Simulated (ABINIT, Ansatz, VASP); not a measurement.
One structure in several programs: WS₂ (R3m, 3 atoms in the cell)

Self-consistent single point.

```yaml
crystal:
  lattice:
    - [1.59244, 0.91939, 6.48980]
    - [-1.59244, 0.91939, 6.48980]
    - [0.00000, -1.83879, 6.48980]
  atoms:
    - { symbol: W, position: [0.00067, 0.00067, 0.00067] }
    - { symbol: S, position: [0.41411, 0.41411, 0.41411] }
    - { symbol: S, position: [0.25392, 0.25392, 0.25392] }
```

Shared settings, as Ansatz (a first-principles code) writes them: kpoints.mp_grid.grid = 6 6 6; scf.occupations.method = fixed. Potentials and cutoffs stand in the table.

| code | model | pressure (GPa) | largest force (eV/Å) | gap on the mesh (eV) | cutoff |
|---|---|---|---|---|---|
| ABINIT | PBEsol, norm-conserving pseudopotentials (PseudoDojo nc-sr-04 PBEsol standard) | -2.88 | 0.108 | 1.213 | 1007 eV |
| VASP | PBEsol, VASP's PBE PAW potentials (set 64) | -3.28 | 0.080 | – | 300 eV |
| Ansatz | PBEsol, default PAW files made with PBE | -2.90 | 0.110 | 1.212 | 420 eV |

Size of the force on each atom (eV/Å): Sizes of forces hide their directions.

| code | W1 | S2 | S3 |
|---|---|---|---|
| ABINIT | 0.005 | 0.108 | 0.103 |
| VASP | 0.004 | 0.080 | 0.075 |
| Ansatz | 0.004 | 0.110 | 0.105 |

A dash marks a value that a program does not give, or that is left out as unsure.

No gap is tabulated for VASP: it is not read from that output, or partly filled or unconverged empty levels leave it unsure.

Gaps are read on the mesh.

On Ansatz's run: spin-orbit coupling is off.

The spread over the programs that give each value: pressure within 0.40 GPa; largest force within 0.030 eV/Å; gap on the mesh within 0.001 eV.

Ansatz's pressure is given at a fixed set of plane waves, as the other plane-wave codes print theirs.

On the base mesh (8 8 8) the same programs gave: Ansatz pressure -2.91 GPa; ABINIT pressure -2.89 GPa; VASP pressure -3.29 GPa.

VASP's run is marked for a possible Pulay error in its stress at this cutoff; no cutoff test was made.

VASP ran the fixed occupations as a Gaussian smearing of 0.01 eV.

The starting cell comes from a database of computed structures (which also holds hypothetical and non-ambient phases and stackings), without a prior relaxation at this level.

Left out of this page: Quantum ESPRESSO, GPAW, FLEUR and SIESTA (not drawn, or without a comparable value); CP2K (on another mesh).

Keys are those of Ansatz 0.2.
